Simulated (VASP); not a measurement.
Runs of VASP 6.6.1 on Mg2Br3. All rows change the cell; the cell of one of them follows. Symmetry: Pm-3m, No. 221, cubic system. Conventional cell: a = 5.402 Å, b = 5.402 Å, c = 5.402 Å, α = 90.00°, β = 90.00°, γ = 90.00°. Around Mg (site symmetry m-3m) lie 12 Br at 3.82 Å. Around Mg (site symmetry m-3m) lie 6 Br at 2.70 Å. Br (site symmetry 4/mmm) is surrounded by 2 Mg at 2.70 Å. The cell was built by a generator and needn't be a form met in nature.

```csv
task,cell,k mesh,cutoff (eV),gap on the mesh (eV),pressure (GPa),relaxed volume (Å³/atom)
relaxation of cell and atoms,"relaxed from: random cell by space group and Wyckoff sites (Pm-3m, No. 221)",4 × 4 × 4,600,none,0.0,(a)
relaxation of cell and atoms,"relaxed from: random cell by space group and Wyckoff sites (Pm-3m, No. 221)",8 × 8 × 8,600,none,0.0,29.07
single point,"random cell by space group and Wyckoff sites (Pm-3m, No. 221)",4 × 4 × 4,520,none,0.1,-
single point,"random cell by space group and Wyckoff sites (Pm-3m, No. 221)",8 × 8 × 8,520,none,0.0,-
```

Alike in all rows: level PBE; potentials or basis VASP PAW PBE potentials, release 64 (Mg, Br); no spin polarisation; smearing gaussian 0.1 eV.

Fill in the values left out.

(a) 29.13.

Caveats: an odd number of electrons without spin polarisation forces a metal; a magnetic or distorted state may lie lower.

A k mesh can miss the band edges, and the runs leave out spin-orbit coupling on Br.

A gap of «none» marks a metal or a gap under the smearing width.
